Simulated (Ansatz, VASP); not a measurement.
# Ni3Pb2Se2: VASP beside Ansatz, part 2 of 2

One calculation is typed for both programs; each brings its own data sets and cutoff. How far apart do they land?

VASP 6.6.1 and Ansatz 0.2.0.

So far: The structure; VASP: relaxation of cell and atoms, PBEsol.

## 3. Ansatz: relaxation of cell and atoms, PBEsol

Level of this step: Ansatz beside VASP: Kohn-Sham DFT, plane waves, PBEsol (Ansatz).

Ansatz runs on its default PAW (the set named soft_2) files.

The same cell, functional, mesh and smearing now go to Ansatz, which takes its cutoff from its data sets.

The input, input.yaml:

```yaml
crystal:
  lattice:
    - [2.7809496282, 1.6055820164, 4.7420420734]
    - [-2.7809496282, 1.6055820164, 4.7420420734]
    - [0.0, -3.2111640329, 4.7420420734]
  atoms:
    - { symbol: Pb, position: [0.0, 0.0, 0.0] }
    - { symbol: Pb, position: [0.5, 0.5, 0.5] }
    - { symbol: Se, position: [0.7194418108, 0.7194418108, 0.7194418108] }
    - { symbol: Se, position: [0.2805581892, 0.2805581892, 0.2805581892] }
    - { symbol: Ni, position: [0.0, 0.5, 0.0], spin: 1.0 }
    - { symbol: Ni, position: [0.5, 0.0, 0.0], spin: 1.0 }
    - { symbol: Ni, position: [0.0, 0.0, 0.5], spin: 1.0 }
hamiltonian:
  xc: pbesol
  pseudopotentials: { kind: paw }
magnetization:
  spin_polarized: true
kpoints:
  mp_grid: { grid: [7, 7, 7] }
scf:
  occupations: { method: methfessel_paxton, width: 0.2 }
relax:
  f_tol: 0.01
  max_steps: 60
  cell: { stress_tol: 0.05 }
output:
  forces: true
  stress: true
  write_density: true
  write_potential: true
  elf: true
  volumetric_format: npy
```

Command:

```sh
$ ansatz run input.yaml --threads 4 --pin off --max-ram 9216MiB --backend cpu --events-out ev --progress --plain --runs-dir out
```

Numbers of over 12 decimals in the logs are rounded to 6 here.

Log:

```text
Engine: ansatz 0.2.0, aarch64-unknown-linux-gnu
Pseudopotentials: kind: paw
Pseudopotential: Pb, paw, valence charge 14, recommended cutoff 420 eV (normal), Pb.paw.azcp
Pseudopotential: Se, paw, valence charge 16, recommended cutoff 420 eV (normal), Se.paw.azcp
Pseudopotential: Ni, paw, valence charge 18, recommended cutoff 420 eV (normal), Ni.paw.azcp
Functional definition: PBEsol
  exchange = pbesol_x
  correlation = pbesol_c
Crystal: 7 atoms, lattice volume = 127.041 Å³
Basis set: ecut = 420 eV, 2499 PW (Γ), exchange–correlation on 80×80×80 points (8 copies of the dense FFT grid, shifted against one another)
Bands: 71, of which v1, the nominal top of the filled ones, is band 57 counted from 1 (56 counted from 0)
Symmetry: 12 space group operations
Space group: R-3m (ITA 166), of the structure as read, at distance tolerance 5.0e-5 Å
Magnetic group: BNS 166.97 (UNI 1327), of the structure as read, at distance tolerance 5.0e-5 Å
k-points: 44 of 343
Non-local potential: Pb, projectors of the file, l = 0: 2, l = 1: 2, l = 2: 2, l = 3: 2
Non-local potential: Se, projectors of the file, l = 0: 2, l = 1: 2, l = 2: 3, l = 3: 1
Non-local potential: Ni, projectors of the file, l = 0: 3, l = 1: 2, l = 2: 3, l = 3: 1
PAW form: soft (Blöchl's): semilocal exchange-correlation on the pseudo side does not see the compensation charge
PAW frozen core: Pb, regenerated for the run's functional, and the local potential with it (the file was generated under x = pbe(κ = 0.804, μ = 0.219515), c = pbe(β = 0.066725))
PAW frozen core: Se, regenerated for the run's functional, and the local potential with it (the file was generated under x = pbe(κ = 0.804, μ = 0.219515), c = pbe(β = 0.066725))
PAW frozen core: Ni, regenerated for the run's functional, and the local potential with it (the file was generated under x = pbe(κ = 0.804, μ = 0.219515), c = pbe(β = 0.066725))
PAW one-centre angular grid: Pb, 590 points (default); XC on 64 Gauss nodes
PAW one-centre angular grid: Se, 590 points (default); XC on 64 Gauss nodes
PAW one-centre angular grid: Ni, 590 points (default); XC on 64 Gauss nodes
Initial density: superposition of atomic densities (chi_scale 0.1, normalization cell)
Starting moments: Σ|m| = 3 μB on 3 of 7 sites
Initial wavefunctions: pseudopotential atomic-orbital guess
Functional: x = pbesol(κ = 0.804, μ = 0.123457), c = pbesol(β = 0.046)
iter 1 solved again at ethr=2.91e-3 eV; its pass at ethr=3.10e-3 eV (dr2=3.31e0 eV) is discarded
SCF iter   1: F=—  HF=-51768.677775 eV  |F-HF|=—  |Δ(HF+E_count)|=         —  Δρ=3.92e-2 (↑1.90e-2 ↓3.92e-2)  dr2=3.33e0  dr2_m=5.98e-1  M=1.522 μB ∫|m|=2.167 μB  β_m=0.30  ethr=2.91e-3  ⟨swp⟩=1.2  Hψ=32571  notcnv=0
Mixer restart at iter 1: flushing history
preconditioner: auto → Kerker (q_TF=auto, 2.679 Å⁻¹)  [metal: Δε(μ)=0.005 eV  Ē_g=12.105 eV  σ=0.200 eV  W_gap=0.01  n_scr=52 (ndim 8)  ℏωp=27.6 eV  f_vac=0.000  D(μ)=4.64/eV (n_scr^D=32)]
spin=Collinear: Kerker preconditioning applied to the charge; magnetization (m = ρ↑ − ρ↓) channel mixes plain (no charge-response kernel on spin).
SCF iter   2: F=—  HF=-51771.096151 eV  |F-HF|=—  |Δ(HF+E_count)|=    2.42e0  Δρ=4.02e-2 (↑1.47e-2 ↓4.02e-2)  dr2=3.61e0  dr2_m=6.13e-1  M=1.283 μB ∫|m|=1.862 μB  β_m=0.65  ethr=2.91e-3  ⟨swp⟩=2.0  Hψ=7375  notcnv=0
SCF iter   3: F=—  HF=-51774.097591 eV  |F-HF|=—  |Δ(HF+E_count)|=    3.00e0  Δρ=3.64e-2 (↑1.29e-2 ↓3.64e-2)  dr2=3.07e0  dr2_m=5.76e-1  M=0.896 μB ∫|m|=1.424 μB  β_m=0.41  ethr=2.91e-3  ⟨swp⟩=2.2  Hψ=7968  notcnv=0  defer=524
SCF iter   4: F=—  HF=-51774.867565 eV  |F-HF|=—  |Δ(HF+E_count)|=   7.70e-1  Δρ=1.97e-2 (↑7.24e-3 ↓1.97e-2)  dr2=1.01e0  dr2_m=1.52e-1  M=0.624 μB ∫|m|=0.942 μB  β_m=0.63  ethr=2.69e-3  ⟨swp⟩=2.1  Hψ=7364  notcnv=0  defer=533
SCF iter   5: F=—  HF=-51774.737871 eV  |F-HF|=—  |Δ(HF+E_count)|=   1.30e-1  Δρ=1.93e-2 (↑1.93e-2 ↓1.66e-2)  dr2=1.05e0  dr2_m=5.97e-3  M=0.028 μB ∫|m|=0.118 μB  β_m=0.81  ethr=8.90e-4  ⟨swp⟩=3.0  Hψ=10550  notcnv=0  defer=558
SCF iter   6: F=—  HF=-51775.054828 eV  |F-HF|=—  |Δ(HF+E_count)|=   3.17e-1  Δρ=1.57e-2 (↑1.57e-2 ↓1.43e-2)  dr2=8.69e-1  dr2_m=2.21e-3  M=0.045 μB ∫|m|=0.094 μB  β_m=0.91  ethr=8.90e-4  ⟨swp⟩=2.0  Hψ=7683  notcnv=0  defer=560
SCF iter   7: F=—  HF=-51775.090049 eV  |F-HF|=—  |Δ(HF+E_count)|=         —  Δρ=7.83e-3 (↑7.55e-3 ↓7.83e-3)  dr2=2.31e-1  dr2_m=1.39e-3  M=0.019 μB ∫|m|=0.038 μB  β_m=0.91  ethr=7.62e-4  ⟨swp⟩=2.0  Hψ=7043  notcnv=0  defer=564
Mixer restart at iter 7: flushing history
SCF iter   8: F=—  HF=-51775.252511 eV  |F-HF|=—  |Δ(HF+E_count)|=   1.62e-1  Δρ=1.69e-2 (↑1.64e-2 ↓1.69e-2)  dr2=7.92e-1  dr2_m=1.42e-4  M=0.008 μB ∫|m|=0.017 μB  β_m=0.60  ethr=2.02e-4  ⟨swp⟩=2.0  Hψ=12898  notcnv=0  defer=566  recentre
SCF iter   9: F=—  HF=-51775.072643 eV  |F-HF|=—  |Δ(HF+E_count)|=   1.80e-1  Δρ=2.82e-3 (↑2.82e-3 ↓2.63e-3)  dr2=3.41e-2  dr2_m=2.43e-4  M=0.011 μB ∫|m|=0.022 μB  β_m=0.59  ethr=2.02e-4  ⟨swp⟩=2.0  Hψ=11930  notcnv=0  defer=562
SCF iter  10: F=—  HF=-51775.068680 eV  |F-HF|=—  |Δ(HF+E_count)|=   3.96e-3  Δρ=4.84e-4 (↑2.37e-4 ↓4.84e-4)  dr2=3.70e-4  dr2_m=3.40e-5  M=0.005 μB ∫|m|=0.008 μB  β_m=0.79  ethr=2.99e-5  ⟨swp⟩=2.0  Hψ=8326  notcnv=0  defer=562
[...]
greatest PAW one-centre occupation: 1.001 electrons in one spin orbital (limit 2), on the Ni atom at site 6 (counted from 0), in its partial waves of l = 1
relax step   1: F+E_penalty+E_count = -51775.02765206 eV  Δ(F+E_penalty+E_count) = +0.000e0 eV  max|allowed force component| = 1.463e-3 eV/Å  Δτ_max = 0.0000 Å  P = +0.262 GPa  Ω = 127.041 Å³  (22 SCF iters, dr2 threshold 1.00e-7 eV, accepted)
[...]
relax step   2: F+E_penalty+E_count = -51775.02772998 eV  Δ(F+E_penalty+E_count) = -7.792e-5 eV  max|allowed force component| = 7.217e-3 eV/Å  Δτ_max = 0.0059 Å  P = -0.141 GPa  Ω = 127.797 Å³  energy of the carried Pulay correction = -1.509e-4 eV  (11 SCF iters, dr2 threshold 2.21e-7 eV, accepted)
[...]
relax step   3: F+E_penalty+E_count = -51775.02799031 eV  Δ(F+E_penalty+E_count) = -2.603e-4 eV  max|allowed force component| = 4.328e-3 eV/Å  Δτ_max = 0.0029 Å  P = -0.010 GPa  Ω = 127.519 Å³  energy of the carried Pulay correction = -9.486e-5 eV  (9 SCF iters, dr2 threshold 1.39e-7 eV, accepted)
[...]
relax step   4: F+E_penalty+E_count = -51775.02796735 eV  Δ(F+E_penalty+E_count) = +2.295e-5 eV  max|allowed force component| = 2.655e-2 eV/Å  Δτ_max = 0.0019 Å  P = +0.071 GPa  Ω = 127.502 Å³  energy of the carried Pulay correction = -9.119e-5 eV  (6 SCF iters, dr2 threshold 9.59e-9 eV, rejected (line search))
[...]
relax step   5: F+E_penalty+E_count = -51775.02800530 eV  Δ(F+E_penalty+E_count) = -1.499e-5 eV  max|allowed force component| = 5.485e-4 eV/Å  Δτ_max = 0.0002 Å  P = +0.001 GPa  Ω = 127.516 Å³  energy of the carried Pulay correction = -9.415e-5 eV  (10 SCF iters, accepted)
[...]
relax step   6: F+E_penalty+E_count = -51775.02810121 eV  Δ(F+E_penalty+E_count) = -9.592e-5 eV  max|allowed force component| = 5.760e-4 eV/Å  Δτ_max = 0.0000 Å  P = +0.001 GPa  Ω = 127.516 Å³  stress off target by 3.54e-2 GPa  SCF on the basis re-selected at this cell (its energy is not comparable with the rows above)  (7 SCF iters)
basis re-selected at this cell: Δ(F+E_penalty+E_count) = -9.592e-5 eV, ΔP = -0.001 GPa vs the last step (what re-selecting the basis moved, of the pressure what is left beyond the Pulay correction that the steps carried, after the strain that the cell walked since its last selection, with what the two solves' SCF thresholds leave and, on support functions, any second-order correction that the steps lacked; it is no m [...]
SCF converged after 7 iterations
Stability not checked: this state was not tested for a lower state beside it, because cold or Methfessel-Paxton smearing, or corrected tetrahedra, fill the levels in a way that the test cannot read (fill_not_monotonic; see scf.lower_state_search)
Magnetization: -0.0000 μB (57.0000 up, 57.0000 down)
Absolute magnetization: 0.0000 μB (∫|ρ↑−ρ↓|, with the PAW one-centre terms)
Spin contamination: 0.0000 ħ² per cell (⟨S²⟩ above its minimum at these occupations)
Per-site moments (μB) at R_I (Å): [(6.911935788978554e-10, 1.182157), (4.3300804733387714e-10, 1.149041), (-1.9516351857291325e-9, 0.940972), (-1.9516352831908767e-9, 0.940972), (-2.250109485001187e-8, 0.940972), (-2.250109490406086e-8, 0.940972), (-2.2501094931793633e-8, 0.940972)]
Free energy (F): -51775.028101 eV
Harris-Foulkes:  -51775.028101 eV  (|F-HF|=1.46e-11)
Internal energy: -51775.025336 eV  (E = F + TS)
E sigma→0 (E₀):  -51775.027410 eV
Entropy (-TS):   -0.002765 eV (-0.395 meV/atom)
Fermi energy:    13.446958 eV
--- Per-component energies (eV) ---
  E_band       = -1713.685762
  E_kinetic    = 1676.367527
  E_local      = -20103.871459  (includes V_loc(G=0)·N_el)
  E_nonlocal   = 1450.750116
  E_hartree    = 8949.091580
  E_xc         = -898.888648
  E_vxc        = -790.926180  (∫ρ·V_xc dr)
  E_paw        = -29053.240115  (= ΣΔE_a)
  E_vpaw       = -1844.189617  (= ΣTr[D̂ρ^β])
  E_aug_tail   = 0.000236  (compensation charges beyond the density's cutoff)
  E_ewald      = -13797.967574
  E_core_change = 2.733001  (= ΣΔE_core)
  E_smearing   = -0.002765  (= −TS)
  E_closure    = -0.000000  (closes the sum)
  Σ components = -51775.028101   (vs F -51775.028101, Δ=0.00e0)
--- Forces (eV/Å), atoms counted from 1 ---
  atom   1  Pb    -0.00000000     0.00000000    -0.00000000
  atom   2  Pb    -0.00000000     0.00000000    -0.00000000
  atom   3  Se     0.00000000    -0.00000000     0.00057602
  atom   4  Se     0.00000000     0.00000000    -0.00057602
  atom   5  Ni     0.00000000     0.00000000     0.00000000
  atom   6  Ni    -0.00000000     0.00000000    -0.00000000
  atom   7  Ni     0.00000000    -0.00000000    -0.00000000
  max |Σ_I F_I| component: 3.47e-18 eV/Å
--- Stress (GPa, compression-positive) ---
        0.018559       0.000000      -0.000000
        0.000000       0.018559       0.000000
       -0.000000       0.000000      -0.035366
  P = ⅓ Tr σ = 0.0006 GPa (0.006 kbar)
--- Band table (eV; the first three rows and the last of 88) ---
  k-point 0 ↑: bands = [... 53 lower, 12.4042, 12.4042, 12.7302, 12.9562, 13.2475, 13.2754, 13.2754, 16.7734, ... 10 higher]
  k-point 1 ↑: bands = [... 53 lower, 12.4460, 12.4548, 12.8719, 13.0251, 13.3794, 13.3886, 13.7325, 16.3376, ... 10 higher]
  k-point 2 ↑: bands = [... 53 lower, 12.4338, 12.5262, 12.9041, 13.2136, 13.5779, 13.8308, 15.0723, 15.5808, ... 10 higher]
  k-point 43 ↓: bands = [... 53 lower, 12.5891, 12.7440, 13.2893, 13.3801, 13.6306, 14.6621, 15.3485, 16.5035, ... 10 higher]
--- Relaxed structure (5 steps of the walk, 4 accepted, 1 SCFs on fresh bases) ---
  F+E_penalty+E_count = -51775.02810121 eV   max|allowed force component| = 5.760e-4 eV/Å   (the final SCF, on the basis selected at the relaxed cell)
  cell:  # Å, volume = 127.5162 Å³
    - [2.785553, 1.608240, 4.744078]
    - [-2.785553, 1.608240, 4.744078]
    - [0, -3.216479, 4.744078]
  atoms:
    - { symbol: Pb, position: [0, 0, 0] }
    - { symbol: Pb, position: [0.5, 0.5, 0.500000] }
    - { symbol: Se, position: [0.719664, 0.719664, 0.719664] }
    - { symbol: Se, position: [0.280336, 0.280336, 0.280336] }
    - { symbol: Ni, position: [-5.551115123125783e-17, 0.5, 2.7755575615628914e-17] }
    - { symbol: Ni, position: [0.5, -5.551115123125783e-17, 2.7755575615628914e-17] }
    - { symbol: Ni, position: [0.0, 0.0, 0.5] }
```

The job ended after 95 s (4 threads of Arm Neoverse V2, shared host; peak memory 0.97 GiB; 6.2 min of CPU time).

## 4. Differences

Known differences besides the potentials themselves: both relaxations stop at a tolerance, which leaves soft axes loose, and VASP keeps its plane-wave basis; the data sets hold 114 valence electrons in Ansatz (default PAW (the set named soft_2) files) and 50 in VASP; the cutoff is 420 eV in Ansatz and 350 eV in VASP; Ansatz makes its cores anew for this functional, VASP keeps those of its PBE data sets; VASP leaves aspherical gradient terms in its spheres out (LASPH is not set), Ansatz keeps them; Ansatz adds a Pulay correction to the stress that steers its cell, VASP none. Total energies have different zeros and are not compared.

The two programs side by side:

| quantity | Ansatz | VASP | difference |
| --- | --- | --- | --- |
| volume (Å³) | 127.52 | 126.86 | +0.52 % |
| edge a after relaxation, in the typed setting (Å) | 5.732 | 5.726 | +0.10 % |

The walks stopped with 0.00 GPa left in Ansatz and 0.00 GPa in VASP; each walk ends within a tolerance, so the volume difference is uncertain by about these residues over the bulk modulus, most in soft cells.

## 5. Outcome

```json
{
  "difference in volume (relaxation of cell and atoms, PBEsol)": "0.52 %"
}
```

**Reading.** The difference in volume is 0.52 % (relaxation of cell and atoms, PBEsol), within the 1.2 % picked in this series as the mark of a large difference, as far as the stopping tolerances let one tell. Such differences can come from data sets, numerical settings and the points named under the comparisons, not from the functional's error against experiment.

[Lines on the potential files, build, host, timing and source positions are cut from VASP's logs without a mark.]

[Logs are printed without paths, hosts, clocks, repeated set-up lines and the standing remarks that a program may print on its own settings, such as how far it seeks lower states.]

[Hosts, paths, dates, database ids (printed as entryN), source tags and the programs' standing remarks are cut or masked in the printed files.]
